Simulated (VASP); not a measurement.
Level of theory: PBE GGA with D3 dispersion (Becke-Johnson damping), VASP's PBE PAW potentials (set 64) (plane waves; VASP).

VASP ran on this input.

INCAR:
```
SYSTEM = SrCl2
PREC = Accurate
ENCUT = 520
EDIFF = 1E-7
NELM = 100
ALGO = Normal
LREAL = .FALSE.
LASPH = .TRUE.
ISMEAR = 0
SIGMA = 0.05
GGA = PE
IVDW = 12
LMAXMIX = 4
LWAVE = .FALSE.
LCHARG = .FALSE.
ISIF = 2
```

POSCAR:
```
SrCl2
1
    0.0000000000     3.5162615805     3.5162615805
    3.5162615805     0.0000000000     3.5162615805
    3.5162615805     3.5162615805     0.0000000000
Sr Cl
1 2
Direct
  1.0000000000   1.0000000000   1.0000000000
  0.2500000000   0.2500000000   0.2500000000
  0.7500000000   0.7500000000   0.7500000000
```

**KPOINTS**
```
Regular mesh
0
G
 6 6 6
```

POTCAR, in this order: Sr_sv Cl (PBE.64 set). Program: vasp_std.

Output of the run:

OUTCAR:
```
 ion  position               nearest neighbor table
   1  0.000  0.000  0.000-   3 3.05   3 3.05   3 3.05   2 3.05   3 3.05   2 3.05   2 3.05   2 3.05
  LATTYP: Found a face centered cubic cell.
 ALAT       =     7.0325231610
 Subroutine PRICEL returns:
 Original cell was already a primitive cell.
 Subroutine GETGRP returns: Found 48 space group operations
The static configuration has the point symmetry O_h .
The dynamic configuration has the point symmetry O_h .
 Subroutine INISYM returns: Found 48 space group operations
 Subroutine IBZKPT returns following result:
 Found     16 irreducible k-points:

 Following reciprocal coordinates:
            Coordinates               Weight
  0.000000  0.000000  0.000000      1.000000
  0.166667  0.000000  0.000000      8.000000
  0.333333  0.000000  0.000000      8.000000
  0.500000  0.000000  0.000000      4.000000
  0.166667  0.166667  0.000000      6.000000
  0.333333  0.166667  0.000000     24.000000
  0.500000  0.166667  0.000000     24.000000
 -0.333333  0.166667  0.000000     24.000000
 -0.166667  0.166667  0.000000     12.000000
  0.333333  0.333333  0.000000      6.000000
  0.500000  0.333333  0.000000     24.000000
 -0.333333  0.333333  0.000000     12.000000
  0.500000  0.500000  0.000000      3.000000
  0.500000  0.333333  0.166667     24.000000
 -0.333333  0.333333  0.166667     24.000000
 -0.333333  0.500000  0.166667     12.000000
   k-points           NKPTS =     16   k-points in BZ     NKDIM =     16   number of bands    NBANDS=     16
   number of dos      NEDOS =    301   number of ions     NIONS =      3
   total plane-waves  NPLWV =  64000
   dimension x,y,z NGX =    40 NGY =   40 NGZ =   40
   dimension x,y,z NGXF=    80 NGYF=   80 NGZF=   80
   ions per type =               1   2
   PREC   = accura    normal or accurate (medium, high low for compatibility)
   ISTART =      0    job   : 0-new  1-cont  2-samecut
   ICHARG =      2    charge: 1-file 2-atom 10-const
...
```

OSZICAR:
```
       N       E                     dE             d eps       ncg     rms          rms(c)
DAV:   1     0.156301362932E+03    0.15630E+03   -0.11614E+04   512   0.135E+03
DAV:   2    -0.337098084908E+01   -0.15967E+03   -0.15541E+03   680   0.247E+02
DAV:   3    -0.127513056024E+02   -0.93803E+01   -0.93705E+01   720   0.661E+01
DAV:   4    -0.130747433409E+02   -0.32344E+00   -0.32338E+00   880   0.967E+00
DAV:   5    -0.130767153386E+02   -0.19720E-02   -0.19719E-02   728   0.816E-01    0.123E+01
DAV:   6    -0.127723015399E+02    0.30441E+00   -0.81882E-01   704   0.518E+00    0.809E+00
DAV:   7    -0.127821878254E+02   -0.98863E-02   -0.45077E-01   784   0.421E+00    0.211E+00
DAV:   8    -0.127881334493E+02   -0.59456E-02   -0.61345E-02   624   0.150E+00    0.322E-01
DAV:   9    -0.127896237690E+02   -0.14903E-02   -0.26426E-03   744   0.315E-01    0.119E-01
DAV:  10    -0.127909620986E+02   -0.13383E-02   -0.11324E-03   584   0.225E-01    0.306E-02
DAV:  11    -0.127910432838E+02   -0.81185E-04   -0.10119E-04   792   0.583E-02    0.373E-02
DAV:  12    -0.127910534449E+02   -0.10161E-04   -0.14506E-05   616   0.221E-02    0.118E-02
DAV:  13    -0.127910565547E+02   -0.31097E-05   -0.79740E-06   664   0.156E-02    0.369E-03
DAV:  14    -0.127910564632E+02    0.91496E-07   -0.31387E-07   640   0.392E-03
   1 F= -.13439177E+02 E0= -.13439177E+02  d E =-.137190E-10
```

**OUTCAR**
```
------------------------ aborting loop because EDIFF is reached ----------------------------------------
 Edisp (eV)   -0.64812
  FORCE on cell =-STRESS in cart. coord.  units (eV):
  Direction    XX          YY          ZZ          XY          YZ          ZX
  --------------------------------------------------------------------------------------
  Total      -0.56122    -0.56122    -0.56122     0.00000     0.00000     0.00000
  in kB     -10.34126   -10.34126   -10.34126     0.00000     0.00000     0.00000
  external pressure =      -10.34 kB  Pullay stress =        0.00 kB
  volume of cell :       86.95
      direct lattice vectors                 reciprocal lattice vectors
     0.000000000  3.516261581  3.516261581    -0.142196474  0.142196474  0.142196474
     3.516261581  0.000000000  3.516261581     0.142196474 -0.142196474  0.142196474
     3.516261581  3.516261581  0.000000000     0.142196474  0.142196474 -0.142196474
 POSITION                                       TOTAL-FORCE (eV/Angst)
 -----------------------------------------------------------------------------------
      0.00000      0.00000      0.00000         0.000000      0.000000      0.000000
      1.75813      1.75813      1.75813         0.000000      0.000000      0.000000
      5.27439      5.27439      5.27439        -0.000000     -0.000000     -0.000000
 -----------------------------------------------------------------------------------
    total drift:                               -0.000000     -0.000000      0.000000
  FREE ENERGIE OF THE ION-ELECTRON SYSTEM (eV)
  ---------------------------------------------------
  free  energy   TOTEN  =       -13.4391767030 eV

  energy  without entropy=      -13.4391767030  energy(sigma->0) =      -13.43917670
```
(Selected blocks of OUTCAR.)

The compound is SrCl2 in the fluorite structure. This cell is one point of a volume scan, at 1.03 of the reference volume.
